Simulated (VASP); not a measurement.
# NbAs: how cutoff and mesh change the relaxed cell, part 2 of 2

Aim: test the relaxed volume of NbAs against cutoff and mesh. The starting structure is a measured crystal structure from the Crystallography Open Database. The first relaxation on each setting starts from this cell expanded by 3 % in volume.

VASP 6.6.1.

Results so far: reference 17.15 Å³ an atom; a cutoff of 290 eV 17.09 Å³ an atom; an 8×8×8 mesh 17.16 Å³ an atom.

## (5) Relaxation with a cutoff of 600 eV

Level of this step: PBEsol; plane waves and PAW (Nb_sv, As) (VASP).

Against step 2 the input has ENCUT = 600. This run starts from the cell of an earlier relaxation, which isn't shown; the restart sets up the plane waves anew.

The input, INCAR:

```
SYSTEM = NbAs
PREC = Accurate
ENCUT = 600
EDIFF = 1E-06
NELM = 100
ISMEAR = 1
SIGMA = 0.15
LREAL = .FALSE.
ALGO = Normal
GGA = PS
NBANDS = 24
LASPH = .TRUE.
LORBIT = 11
LWAVE = .FALSE.
LCHARG = .FALSE.
KPAR = 16
IBRION = 2
NSW = 50
ISIF = 3
EDIFFG = -0.006
```

The input, POSCAR:

```
NbAs
1.0
   -1.7204046890      1.7204046890      5.7974296721
    1.7204046890     -1.7204046890      5.7974296721
    1.7204046890      1.7204046890     -5.7974296721
Nb As
2 2
Direct
    0.4987446283      0.9987446283      0.5000000000
    0.7487446283      0.7487446283      0.0000000000
    0.9172553717      0.4172553717      0.5000000000
    0.1672553717      0.1672553717      0.0000000000
```

The input, KPOINTS:

```
Automatic mesh
0
Gamma
14 14 14
0 0 0
```

The projector-augmented-wave data sets are Nb_sv and As (PBE family, release 64).

Started as:

```console
> mpirun -np 16 vasp_std
```

The program printed:

```text
[... set-up lines as in an earlier step ...]
 entering main loop
       N       E                     dE             d eps       ncg     rms          rms(c)
DAV:   1     0.389078439773E+03    0.38908E+03   -0.20568E+04 11712   0.165E+03
DAV:   2    -0.286286542674E+01   -0.39194E+03   -0.38289E+03 13888   0.572E+02
DAV:   3    -0.347613485613E+02   -0.31898E+02   -0.31267E+02 20664   0.120E+02
DAV:   4    -0.370924665289E+02   -0.23311E+01   -0.23209E+01 18272   0.274E+01
[...]
DAV:  11    -0.351239974372E+02    0.11677E-04   -0.84471E-05 18840   0.695E-02    0.128E-02
DAV:  12    -0.351239948559E+02    0.25814E-05   -0.77275E-06 17224   0.266E-02    0.373E-03
DAV:  13    -0.351239945116E+02    0.34427E-06   -0.31981E-07 11224   0.512E-03
   1 F= -.35123995E+02 E0= -.35124117E+02  d E =-.351240E+02
[...]
reached required accuracy - stopping structural energy minimisation
```

The job ended after 73 s (16 MPI ranks of Intel Xeon 6975P-C (Granite Rapids), shared host; peak memory 12 GiB; 19 min of CPU time).

From OUTCAR (step 5):

```text
  Total       -0.0051034     -0.0051034      0.0052018      0.0000000      0.0000000      0.0000000
  in kB       -0.1191274     -0.1191274      0.1214239      0.0000000      0.0000000      0.0000000
  external PRESSURE =      -0.0389436 kB  Pullay stress =       0.0000000 kB

 POSITION                                       TOTAL-FORCE (eV/Angst)
 -----------------------------------------------------------------------------------
      1.72040      0.00000      5.78287        -0.000000      0.000000     -0.001840
      0.00000      0.00000      8.68159         0.000000     -0.000000     -0.001840
     -0.00000      1.72040      4.83802         0.000000      0.000000      0.001840
      0.00000      0.00000      1.93930        -0.000000     -0.000000      0.001840
 -----------------------------------------------------------------------------------
    total drift:                                0.000000      0.000000     -0.000046

  FREE ENERGIE OF THE ION-ELECTRON SYSTEM (eV)
  ---------------------------------------------------
  free  energy   TOTEN  =       -35.1239945116 eV

  energy  without entropy=      -35.1243622852  energy(sigma->0) =      -35.12411710

[... 2 parts as in an earlier step ...]

[... 2 further parts left out ...]
[key lines of the parts left out:]
E-fermi :   9.6934
```

With a cutoff of 600 eV the cell ends at 17.159 Å³ an atom, +0.06 % from the reference.

## (6) Relaxation with a 20×20×20 mesh

Against step 2 the input has a 20×20×20 mesh. This run starts from the cell of an earlier relaxation, which isn't shown; the restart sets up the plane waves anew.

INCAR: that of step 5 with these lines changed.

```diff
@@ -2,3 +2,3 @@
 PREC = Accurate
-ENCUT = 600
+ENCUT = 450
 EDIFF = 1E-06
```

The input, POSCAR:

```
NbAs
1.0
   -1.7202221335      1.7202221335      5.7947948361
    1.7202221335     -1.7202221335      5.7947948361
    1.7202221335      1.7202221335     -5.7947948361
Nb As
2 2
Direct
    0.4987283905      0.9987283905      0.5000000000
    0.7487283905      0.7487283905      0.0000000000
    0.9172716095      0.4172716095      0.5000000000
    0.1672716095      0.1672716095      0.0000000000
```

The input, KPOINTS:

```
Automatic mesh
0
Gamma
20 20 20
0 0 0
```

Started as:

```console
> mpirun -np 16 vasp_std
```

The program printed:

```text
[... set-up lines as in an earlier step ...]
 entering main loop
       N       E                     dE             d eps       ncg     rms          rms(c)
DAV:   1     0.318092474721E+03    0.31809E+03   -0.17894E+04 30800   0.133E+03
DAV:   2    -0.102349123113E+02   -0.32833E+03   -0.32129E+03 37728   0.488E+02
DAV:   3    -0.356077176928E+02   -0.25373E+02   -0.25067E+02 55960   0.100E+02
DAV:   4    -0.371085953322E+02   -0.15009E+01   -0.14960E+01 45936   0.211E+01
[...]
DAV:  11    -0.351255425720E+02    0.12478E-04   -0.73744E-05 47432   0.635E-02    0.136E-02
DAV:  12    -0.351255398830E+02    0.26890E-05   -0.75194E-06 44864   0.257E-02    0.356E-03
DAV:  13    -0.351255396621E+02    0.22096E-06   -0.26430E-07 29968   0.463E-03
   1 F= -.35125540E+02 E0= -.35125971E+02  d E =-.351255E+02
[...]
reached required accuracy - stopping structural energy minimisation
```

Elapsed: 2.2 min, on 16 MPI ranks; peak memory 15 GiB.

OUTCAR, selected parts (step 6):

```text
  Total       -0.0150838     -0.0150838     -0.0141919      0.0000000      0.0000000      0.0000000
  in kB       -0.3523343     -0.3523343     -0.3315005      0.0000000      0.0000000      0.0000000
  external PRESSURE =      -0.3453897 kB  Pullay stress =       0.0000000 kB

 POSITION                                       TOTAL-FORCE (eV/Angst)
 -----------------------------------------------------------------------------------
      1.72022      0.00000      5.78006        -0.000000     -0.000000     -0.001416
      0.00000      0.00000      8.67745        -0.000000     -0.000000     -0.001416
     -0.00000      1.72022      4.83601        -0.000000     -0.000000      0.001416
      0.00000      0.00000      1.93861         0.000000      0.000000      0.001416
 -----------------------------------------------------------------------------------
    total drift:                                0.000000      0.000000     -0.000253

  FREE ENERGIE OF THE ION-ELECTRON SYSTEM (eV)
  ---------------------------------------------------
  free  energy   TOTEN  =       -35.1255396621 eV

  energy  without entropy=      -35.1268336588  energy(sigma->0) =      -35.12597099

[... 1 part as in an earlier step ...]

[... 3 further parts left out ...]
[key lines of the parts left out:]
E-fermi :   9.7026
```

With a 20×20×20 mesh the cell ends at 17.148 Å³ an atom, -0.01 % from the reference.

## (7) The runs compared

| run | volume (Å³/atom) | change (%) | pressure left (GPa) | core minutes |
| --- | --- | --- | --- | --- |
| reference | 17.15 | - | -0.03 | 81.4 |
| a cutoff of 290 eV | 17.094 | -0.33 | 0.01 | 46.9 |
| an 8×8×8 mesh | 17.155 | 0.03 | -0.03 | 42.1 |
| a cutoff of 600 eV | 17.159 | 0.06 | 0.0 | 189.0 |
| a 20×20×20 mesh | 17.148 | -0.01 | -0.03 | 241.0 |

Core minutes are wall time times ranks, summed over the relaxations behind a row (those for a bulk modulus apart), on shared hosts.

## (8) Summary of results

```json
{"volume of the reference": "17.15 Å³/atom", "volume against the reference, a cutoff of 290 eV": "-0.33 %", "volume against the reference, an 8×8×8 mesh": "+0.03 %", "volume against the reference, a cutoff of 600 eV": "+0.06 %", "volume against the reference, a 20×20×20 mesh": "-0.01 %"}
```

What this shows: The volume moves most with a cutoff of 290 eV: -0.33 % against the reference (450 eV, 14×14×14 mesh). On finer settings it changes by +0.06 % with a cutoff of 600 eV and -0.01 % with a 20×20×20 mesh. The relaxations stop with up to 0.03 GPa left, which at a bulk modulus of 50 GPa, to name a scale, is 0.07 % of the volume, and more along a soft axis. A cell that shrinks at the lower cutoff is the usual mark of Pulay stress, the error that a plane-wave basis makes when it is kept while the volume changes. Further runs on this material are not shown.

[Lines on the potential files, build, host, timing and source positions are cut from VASP's logs without a mark.]

[Logs are printed without paths, hosts, clocks, repeated set-up lines and the standing remarks that a program may print on its own settings, such as how far it seeks lower states.]

[Hosts, paths, dates, database ids (printed as entryN), source tags and the programs' standing remarks are cut or masked in the printed files.]
